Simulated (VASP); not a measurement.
VASP input:

**INCAR**
```
SYSTEM = LaAs
PREC = Accurate
ENCUT = 400
EDIFF = 1E-6
NELM = 60
ALGO = VeryFast
LREAL = .FALSE.
LASPH = .TRUE.
ISMEAR = 0
SIGMA = 0.05
GGA = PE
LMAXMIX = 6
LWAVE = .FALSE.
LCHARG = .FALSE.
ISIF = 2
NELMDL = -1
```

KPOINTS:
```
Automatic mesh
0
Gamma
6 6 6
0 0 0
```

File POSCAR:
```
LaAs
1
    2.1664550000     1.2508030000     3.7078770000
   -2.1664550000     1.2508030000     3.7078770000
    0.0000000000    -2.5016060000     3.7078770000
La As
1 1
Direct
  0.7624000000   0.7624000000   0.7624000000
  0.2376000000   0.2376000000   0.2376000000
```

POTCAR, in this order: La As (PBE.64 set). Program: vasp_std.

Output of the run:

**standard output**
```
...
RMM:  21     0.297259886817E+03   -0.14163E+00   -0.15431E+01  1534   0.712E+01    0.948E+01
RMM:  22     0.295311962173E+03   -0.19479E+01   -0.11512E+01  1536   0.685E+01    0.954E+01
RMM:  23     0.294638260785E+03   -0.67370E+00   -0.13780E+01  1536   0.664E+01    0.940E+01
RMM:  24     0.290799958487E+03   -0.38383E+01   -0.13133E+01  1534   0.653E+01    0.967E+01
RMM:  25     0.289777499383E+03   -0.10225E+01   -0.12095E+01  1536   0.637E+01    0.965E+01
RMM:  26     0.288230726460E+03   -0.15468E+01   -0.15015E+01  1536   0.626E+01    0.968E+01
RMM:  27     0.285221631457E+03   -0.30091E+01   -0.20194E+01  1536   0.618E+01    0.979E+01
RMM:  28     0.281904052759E+03   -0.33176E+01   -0.26214E+01  1536   0.611E+01    0.993E+01
RMM:  29     0.280392799411E+03   -0.15113E+01   -0.13193E+01  1536   0.596E+01    0.100E+02
RMM:  30     0.278025081741E+03   -0.23677E+01   -0.17416E+01  1536   0.584E+01    0.101E+02
RMM:  31     0.274649152128E+03   -0.33759E+01   -0.12772E+01  1536   0.582E+01    0.102E+02
RMM:  32     0.274196770296E+03   -0.45238E+00   -0.84521E+00  1536   0.570E+01    0.102E+02
RMM:  33     0.272345984820E+03   -0.18508E+01   -0.14986E+01  1536   0.561E+01    0.103E+02
RMM:  34     0.270418413404E+03   -0.19276E+01   -0.15461E+01  1536   0.552E+01    0.103E+02
RMM:  35     0.269669356235E+03   -0.74906E+00   -0.10053E+01  1536   0.538E+01    0.103E+02
RMM:  36     0.269915179361E+03    0.24582E+00   -0.47501E+00  1536   0.527E+01    0.103E+02
RMM:  37     0.268402461972E+03   -0.15127E+01   -0.64482E+00  1536   0.519E+01    0.103E+02
RMM:  38     0.269436750334E+03    0.10343E+01   -0.41359E+00  1536   0.506E+01    0.102E+02
RMM:  39     0.268837424706E+03   -0.59933E+00   -0.65481E+00  1536   0.494E+01    0.102E+02
RMM:  40     0.268557429601E+03   -0.28000E+00   -0.46236E+00  1536   0.485E+01    0.101E+02
RMM:  41     0.268293128951E+03   -0.26430E+00   -0.70122E+00  1536   0.478E+01    0.101E+02
RMM:  42     0.266723197149E+03   -0.15699E+01   -0.27180E+00  1535   0.470E+01    0.102E+02
RMM:  43     0.265919168577E+03   -0.80403E+00   -0.69631E+00  1536   0.459E+01    0.102E+02
RMM:  44     0.264363703959E+03   -0.15555E+01   -0.68968E+00  1536   0.457E+01    0.103E+02
RMM:  45     0.263948275383E+03   -0.41543E+00   -0.67711E+00  1536   0.448E+01    0.103E+02
RMM:  46     0.263597001474E+03   -0.35127E+00   -0.47663E+00  1536   0.440E+01    0.103E+02
RMM:  47     0.267988647165E+03    0.43916E+01   -0.12691E+01  1523   0.444E+01    0.100E+02
RMM:  48     0.267208182789E+03   -0.78046E+00   -0.41352E+00  1536   0.418E+01    0.100E+02
RMM:  49     0.266428438721E+03   -0.77974E+00   -0.68510E-01  1536   0.409E+01    0.101E+02
RMM:  50     0.265361211523E+03   -0.10672E+01   -0.60440E+00  1536   0.400E+01    0.101E+02
RMM:  51     0.265339470130E+03   -0.21741E-01   -0.96663E-01  1536   0.393E+01    0.101E+02
RMM:  52     0.288308790769E+03    0.22969E+02   -0.20039E+01  1536   0.613E+01    0.812E+01
RMM:  53     0.287503886518E+03   -0.80490E+00   -0.34551E+00  1536   0.380E+01    0.796E+01
RMM:  54     0.285467107423E+03   -0.20368E+01   -0.89276E+00  1535   0.364E+01    0.758E+01
RMM:  55     0.285004196784E+03   -0.46291E+00   -0.64737E+00  1535   0.342E+01    0.734E+01
RMM:  56     0.285610896174E+03    0.60670E+00   -0.49880E+00  1536   0.327E+01    0.708E+01
RMM:  57     0.281196794395E+03   -0.44141E+01   -0.13386E+01  1532   0.381E+01    0.682E+01
RMM:  58     0.280755089708E+03   -0.44170E+00   -0.96665E+00  1536   0.342E+01    0.689E+01
RMM:  59     0.279998516362E+03   -0.75657E+00   -0.16171E+01  1523   0.395E+01    0.650E+01
RMM:  60     0.278328081128E+03   -0.16704E+01   -0.10645E+01  1534   0.366E+01

 -----------------------------------------------------------------------------
|                                                                             |
|           W    W    AA    RRRRR   N    N  II  N    N   GGGG   !!!           |
|           W    W   A  A   R    R  NN   N  II  NN   N  G    G  !!!           |
|           W    W  A    A  R    R  N N  N  II  N N  N  G       !!!           |
|           W WW W  AAAAAA  RRRRR   N  N N  II  N  N N  G  GGG   !            |
|           WW  WW  A    A  R   R   N   NN  II  N   NN  G    G                |
|           W    W  A    A  R    R  N    N  II  N    N   GGGG   !!!           |
|                                                                             |
|     The electronic self-consistency was not achieved in the given           |
|     number of steps (NELM). The forces and other quantities evaluated       |
|     might not be reliable so examine the results carefully. If you find     |
|     spurious results, we suggest increasing NELM, if you were close to      |
|     convergence or switching to a different ALGO or adjusting the           |
|     density mixing parameters otherwise.                                    |
|                                                                             |
 -----------------------------------------------------------------------------

   1 F= 0.27832808E+03 E0= 0.27832922E+03  d E =-.228083E-02
```

### OUTCAR
```
------------------------ aborting loop EDIFF was not reached (unconverged)  ----------------------------
  FORCE on cell =-STRESS in cart. coord.  units (eV):
  Direction    XX          YY          ZZ          XY          YZ          ZX
  --------------------------------------------------------------------------------------
  Total       66.9348517     66.9348113     68.7070819      0.0000000     -0.0000000      0.0000000
  in kB     1778.8844203   1778.8833467   1825.9838397      0.0000000     -0.0000000      0.0000000
  external PRESSURE =    1794.5838689 kB  Pullay stress =       0.0000000 kB
  volume of cell :       60.29
      direct lattice vectors                 reciprocal lattice vectors
     2.166455000  1.250803000  3.707877000     0.230791777  0.133247735  0.089898703
    -2.166455000  1.250803000  3.707877000    -0.230791777  0.133247735  0.089898703
     0.000000000 -2.501606000  3.707877000     0.000000000 -0.266495470  0.089898703
 POSITION                                       TOTAL-FORCE (eV/Angst)
 -----------------------------------------------------------------------------------
      0.00000      0.00000      8.48066         0.000000     -0.000000      2.614497
      0.00000      0.00000      2.64297         0.000000      0.000000     -2.614497
 -----------------------------------------------------------------------------------
    total drift:                               -0.000000     -0.000001     10.275267
  FREE ENERGIE OF THE ION-ELECTRON SYSTEM (eV)
  ---------------------------------------------------
  free  energy   TOTEN  =       278.3280811285 eV

  energy  without entropy=      278.3303619560  energy(sigma->0) =      278.32922154
```
(Selected blocks of OUTCAR.)

Question: Read input and log: which fault does this run have?
(A) SIGMA is far too large
(B) ALGO = VeryFast starts from random orbitals with almost no delay (NELMDL = -1)
(C) a line-mode KPOINTS file was used for a self-consistent run
(D) EDIFFG is positive, so the stop tests the energy change and not the forces

Answer: B, ALGO = VeryFast starts from random orbitals with almost no delay (NELMDL = -1). Convergence was not reached. Against the sound run, the energy per atom (σ→0) increases by 145.452 eV/atom; the pressure goes up by 179.25 GPa; the largest force goes up by 1.805 eV/Å; the band gap decreases by 0.59 eV.

To mend it, set ALGO = Normal, remove NELMDL.

The mended run (PBE GGA, plane waves, VASP's PBE PAW potentials (set 64)) converges, and its OSZICAR ends with
```
   1 F= -.12574154E+02 E0= -.12574154E+02  d E =-.179142E-17
```

The structure was generated: LaAs was put into the alpha-GeTe type (R3m), which need not be its known phase. The cell was not relaxed at this level.
